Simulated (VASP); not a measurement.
Given:

```
CELL_PARAMETERS angstrom
      0.00000     2.63912     2.63912
      2.63912     0.00000     2.63912
      2.63912     2.63912     0.00000
ATOMIC_POSITIONS crystal
  Mg 0.00000 0.00000 0.00000
  Se 0.50000 0.50000 0.50000
```

The numbers are results of PBE GGA, VASP's PBE PAW potentials (set 64) (plane waves; VASP), not measurements. Numerical set-up: 500 eV cut-off, 9×9×9 Γ-centred mesh, Gaussian smearing of 0.050 eV, potentials Mg Se.

Energy and stress use the plane-wave basis of the starting cell.

### Question
The ions, cell shape and volume at an external pressure of 20.0 GPa are relaxed. Predict the relaxed structure.

### Answer

```
CELL_PARAMETERS angstrom
      0.00000     2.56623     2.56623
      2.56623     0.00000     2.56623
      2.56623     2.56623     0.00000
ATOMIC_POSITIONS crystal
  Mg 0.00000 0.00000 0.00000
  Se 0.50000 0.50000 0.50000
```
Space group Fm-3m (225), at a tolerance of 0.03 Å.

### Question
How do energy and volume change from the first to the last step?

### Answer
The energy (σ→0) changes by +134.9 meV/atom and the volume by -8.1 %, in 3 ionic steps.

The compound is MgSe in the rock salt structure. This run relaxes it under an external pressure of 20 GPa. Symmetry was kept, so distortions that lower it aren't found.
